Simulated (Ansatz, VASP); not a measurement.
# AlNi3 in two plane-wave programs, part 2 of 2

Wanted: the spread between two codes on one cell, functional and k mesh. The cell is taken from a series of runs on this material, whose earlier steps may have relaxed, scaled, displaced or heated it; both programs get it as it stands.

VASP 6.6.1 and Ansatz 0.2.0.

So far. Step 2 (Ansatz: single point, PBE, pair 1): The run ends at a pressure of 1.37 GPa.

### 5. Ansatz: single point, PBE, pair 2

Level of this step: Ansatz beside VASP: Kohn-Sham DFT, plane waves, PBE (Ansatz).

With cell and atoms fixed, the geometry can't cause a difference; cores, projectors, grids and the points listed under the comparison can.

The cell is taken from a series of runs on this material, whose earlier steps may have relaxed, scaled, displaced or heated it; both programs get it as it stands.

Contents of input.yaml:

```yaml
crystal:
  lattice:
    - [3.55793873, 0.0, 0.0]
    - [0.0, 3.55793873, 0.0]
    - [0.0, 0.0, 3.55793873]
  atoms:
    - { symbol: Al, position: [0.0, 0.0, 0.0] }
    - { symbol: Ni, position: [0.0, 0.5, 0.5], spin: 0.3 }
    - { symbol: Ni, position: [0.5, 0.0, 0.5], spin: 0.3 }
    - { symbol: Ni, position: [0.5, 0.5, 0.0], spin: 0.3 }
magnetization:
  spin_polarized: true
kpoints:
  mp_grid: { grid: [12, 12, 12] }
hamiltonian:
  xc: pbe
  pseudopotentials: { kind: paw, azcp: { folder: soft_1 } }
scf:
  occupations: { method: fermi_dirac, width: 0.05 }
  max_iter: 120
  convergence: { dr2_threshold: 1.0e-08 }
  lower_state_search: "off"
basis:
  ecutwfc: 420.0
output:
  stress: true
```

Started as:

```sh
ansatz run input.yaml --threads 1 --pin off --max-ram 2560MiB --backend cpu --events-out ev --progress --plain --runs-dir out
```

Numbers of over 12 decimals in the logs are rounded to 6 here.

What it wrote:

```text
[...]
Crystal: 4 atoms, lattice volume = 45.040 Å³
Basis set: ecut = 420 eV, 895 PW (Γ)
Bands: 35, of which v1, the nominal top of the filled ones, is band 29 counted from 1 (28 counted from 0)
Symmetry: 48 space group operations
[...]
k-points: 84 of 1728
[...]
Internal energy: -18058.392225 eV  (E = F + TS)
E sigma→0 (E₀):  -18058.405902 eV
Entropy (-TS):   -0.027354 eV (-6.839 meV/atom)
Fermi energy:    15.714592 eV
[...]
--- Stress (GPa, compression-positive) ---
        1.365677       0.000000       0.000000
        0.000000       1.365677       0.000000
        0.000000       0.000000       1.365677
  P = ⅓ Tr σ = 1.3657 GPa (13.657 kbar)
[key lines of the parts left out:]
SCF converged after 20 iterations
Magnetization: 0.7147 μB (28.8574 up, 28.1426 down)
Free energy (F): -18058.419579 eV
```

The run ends at a pressure of 1.37 GPa.

### 6. VASP: single point, PBE, pair 2

The same cell, functional, mesh and smearing now go to VASP, with its own data sets.

Contents of INCAR:

```
SYSTEM = AlNi3
PREC = Accurate
ENCUT = 600
EDIFF = 1E-06
NELM = 200
ISMEAR = -1
SIGMA = 0.05
LREAL = .FALSE.
ALGO = Normal
GGA = PE
NBANDS = 25
ISPIN = 2
MAGMOM = -0.02 0.27 0.27 0.27
LASPH = .TRUE.
LMAXMIX = 4
LORBIT = 11
LWAVE = .FALSE.
LCHARG = .FALSE.
ISIF = 2
GGA_COMPAT = .FALSE.
KPAR = 2
```

Contents of POSCAR:

```
AlNi3
1.0
    3.5579387300      0.0000000000      0.0000000000
    0.0000000000      3.5579387300      0.0000000000
    0.0000000000      0.0000000000      3.5579387300
Al Ni
1 3
Direct
    0.0000000000      0.0000000000      0.0000000000
    0.0000000000      0.5000000000      0.5000000000
    0.5000000000      0.0000000000      0.5000000000
    0.5000000000      0.5000000000      0.0000000000
```

Contents of KPOINTS:

```
Automatic mesh
0
Gamma
12 12 12
0 0 0
```

PAW data sets: Al and Ni (PBE family, release 64).

Started as:

```sh
mpirun -np 2 vasp_std
```

What it wrote:

```text
[... set-up lines as in an earlier step ...]
 entering main loop
       N       E                     dE             d eps       ncg     rms          rms(c)
[... 17 cycles as in an earlier step ...]
   1 F= -.21908851E+02 E0= -.21894671E+02  d E =-.283589E-01  mag=     0.6836
```

Parts of OUTCAR (step 6):

```text
[... 7 parts as in an earlier step ...]

[... 1 further part left out ...]
[key lines of the parts left out:]
E-fermi :   9.5287
```

The run ends at a pressure of 1.34 GPa.

### 7. Comparison

What differs besides the data sets and the points named for the pairs above, as far as they apply: the data sets hold 57 valence electrons in Ansatz (on its PAW soft_1 files) and 33 in VASP. Total energies have different zeros and are not compared.

The two programs side by side:

| quantity | Ansatz | VASP | difference |
| --- | --- | --- | --- |
| pressure (GPa) | 1.37 | 1.34 | +0.03 |
| total moment (μB) | 0.71 | 0.68 | +0.03 |
| moment on Ni2 (μB) | 0.27 | 0.24 | +0.02 |
| moment on Ni3 (μB) | 0.27 | 0.24 | +0.02 |
| moment on Ni4 (μB) | 0.27 | 0.24 | +0.02 |

### 8. Ansatz: single point, PBE, pair 3

With cell and atoms fixed, the geometry can't cause a difference; cores, projectors, grids and the points listed under the comparison can. The cell compared in this pair holds 46.35 Å³, against 45.04 Å³ for the pair before.

The cell is taken from a series of runs on this material, whose earlier steps may have relaxed, scaled, displaced or heated it; both programs get it as it stands.

input.yaml, the sections that differ from step 5:

```yaml
crystal:
  lattice:
    - [3.59215177, 0.0, 0.0]
    - [0.0, 3.59215177, 0.0]
    - [0.0, 0.0, 3.59215177]
  atoms:
    - { symbol: Al, position: [0.0, 0.0, 0.0] }
    - { symbol: Ni, position: [0.0, 0.5, 0.5], spin: 1.0 }
    - { symbol: Ni, position: [0.5, 0.0, 0.5], spin: 1.0 }
    - { symbol: Ni, position: [0.5, 0.5, 0.0], spin: 1.0 }
# magnetization, kpoints, hamiltonian, scf, basis, output: as in step 5
```

Started as:

```sh
ansatz run input.yaml --threads 1 --pin off --max-ram 2560MiB --backend cpu --events-out ev --progress --plain --runs-dir out
```

What it wrote:

```text
[...]
Crystal: 4 atoms, lattice volume = 46.352 Å³
Basis set: ecut = 420 eV, 925 PW (Γ)
Bands: 36, of which v1, the nominal top of the filled ones, is band 29 counted from 1 (28 counted from 0)
Symmetry: 48 space group operations
[...]
k-points: 84 of 1728
[...]
Internal energy: -18058.381832 eV  (E = F + TS)
E sigma→0 (E₀):  -18058.395705 eV
Entropy (-TS):   -0.027747 eV (-6.937 meV/atom)
Fermi energy:    15.161617 eV
[...]
--- Stress (GPa, compression-positive) ---
       -3.685536       0.000000       0.000000
        0.000000      -3.685536       0.000000
        0.000000       0.000000      -3.685536
  P = ⅓ Tr σ = -3.6855 GPa (-36.855 kbar)
[key lines of the parts left out:]
SCF converged after 16 iterations
Magnetization: 0.7309 μB (28.8655 up, 28.1345 down)
Free energy (F): -18058.409579 eV
```

The run ends at a pressure of -3.69 GPa.

### 9. VASP: single point, PBE, pair 3

The same cell, functional, mesh and smearing now go to VASP, with its own data sets.

INCAR is that of step 6.

Contents of POSCAR:

```
AlNi3
1.0
    3.5921517700      0.0000000000      0.0000000000
    0.0000000000      3.5921517700      0.0000000000
    0.0000000000      0.0000000000      3.5921517700
Al Ni
1 3
Direct
    0.0000000000      0.0000000000      0.0000000000
    0.0000000000      0.5000000000      0.5000000000
    0.5000000000      0.0000000000      0.5000000000
    0.5000000000      0.5000000000      0.0000000000
```

KPOINTS is that of step 6.

Started as:

```sh
mpirun -np 2 vasp_std
```

What it wrote:

```text
[... set-up lines as in an earlier step ...]
 entering main loop
       N       E                     dE             d eps       ncg     rms          rms(c)
DAV:   1     0.200271641658E+03    0.20027E+03   -0.15432E+04  8440   0.185E+03
DAV:   2    -0.153901664118E+02   -0.21566E+03   -0.20246E+03  8409   0.330E+02
DAV:   3    -0.258860476100E+02   -0.10496E+02   -0.98777E+01  9682   0.972E+01
DAV:   4    -0.260503899726E+02   -0.16434E+00   -0.16413E+00 10355   0.108E+01
[...]
DAV:  13    -0.218991975873E+02   -0.17372E-03   -0.28921E-04 10097   0.287E-01    0.280E-02
DAV:  14    -0.218991989326E+02   -0.13452E-05   -0.25542E-05 10851   0.594E-02    0.178E-02
DAV:  15    -0.218991979878E+02    0.94479E-06   -0.15560E-06  5805   0.143E-02
   1 F= -.21899198E+02 E0= -.21884728E+02  d E =-.289395E-01  mag=     0.6987
```

OUTCAR, selected parts (step 9):

```text
  Total       -1.0818103     -1.0818103     -1.0818103      0.0000000     -0.0000000     -0.0000000
  in kB      -37.3936342    -37.3936342    -37.3936342      0.0000000     -0.0000000     -0.0000000
  external PRESSURE =     -37.3936342 kB  Pullay stress =       0.0000000 kB

 POSITION                                       TOTAL-FORCE (eV/Angst)
 -----------------------------------------------------------------------------------
      0.00000      0.00000      0.00000         0.000000      0.000000      0.000000
      0.00000      1.79608      1.79608         0.000000      0.000000      0.000000
      1.79608      0.00000      1.79608         0.000000      0.000000      0.000000
      1.79608      1.79608      0.00000         0.000000      0.000000      0.000000
 -----------------------------------------------------------------------------------
    total drift:                                0.000000      0.000000     -0.000000

  FREE ENERGIE OF THE ION-ELECTRON SYSTEM (eV)
  ---------------------------------------------------
  free  energy   TOTEN  =       -21.8991979878 eV

  energy  without entropy=      -21.8702584870  energy(sigma->0) =      -21.88472824

 magnetization (x)
# of ion       s       p       d       tot
------------------------------------------
    1       -0.001  -0.008   0.000  -0.008
    2       -0.003  -0.009   0.263   0.250
    3       -0.003  -0.009   0.263   0.250
    4       -0.003  -0.009   0.263   0.250
--------------------------------------------------
tot         -0.010  -0.036   0.788   0.743

[... 1 part as in an earlier step ...]

[... 2 further parts left out ...]
[key lines of the parts left out:]
E-fermi :   9.1477
```

The run ends at a pressure of -3.74 GPa.

### 10. Comparison

What differs besides the data sets and the points named for the pairs above, as far as they apply: the data sets hold 57 valence electrons in Ansatz (on its PAW soft_1 files) and 33 in VASP. Total energies have different zeros and are not compared.

Compared:

| quantity | Ansatz | VASP | difference |
| --- | --- | --- | --- |
| pressure (GPa) | -3.69 | -3.74 | +0.05 |
| total moment (μB) | 0.73 | 0.70 | +0.03 |
| moment on Ni2 (μB) | 0.27 | 0.25 | +0.02 |
| moment on Ni3 (μB) | 0.27 | 0.25 | +0.02 |
| moment on Ni4 (μB) | 0.27 | 0.25 | +0.02 |

### 11. Results

* difference in total moment (single point, PBE, pair 1): 0.031 μB
* difference in total moment (single point, PBE, pair 2): 0.031 μB
* difference in total moment (single point, PBE, pair 3): 0.032 μB

In words: The difference in total moment is 0.031 μB (single point, PBE, pair 1). The data sets hold unlike numbers of valence electrons (57 in Ansatz and 33 in VASP), so part of the differences comes from the potentials. 5 further runs of this series are not shown here. Such differences can come from data sets, numerical settings and the points named under the comparisons, not from the functional's error against experiment.

[Lines on the potential files, build, host, timing and source positions are cut from VASP's logs without a mark.]

[Logs are printed without paths, hosts, clocks, repeated set-up lines and the standing remarks that a program may print on its own settings, such as how far it seeks lower states.]

[Hosts, paths, dates, database ids (printed as entryN), source tags and the programs' standing remarks are cut or masked in the printed files.]
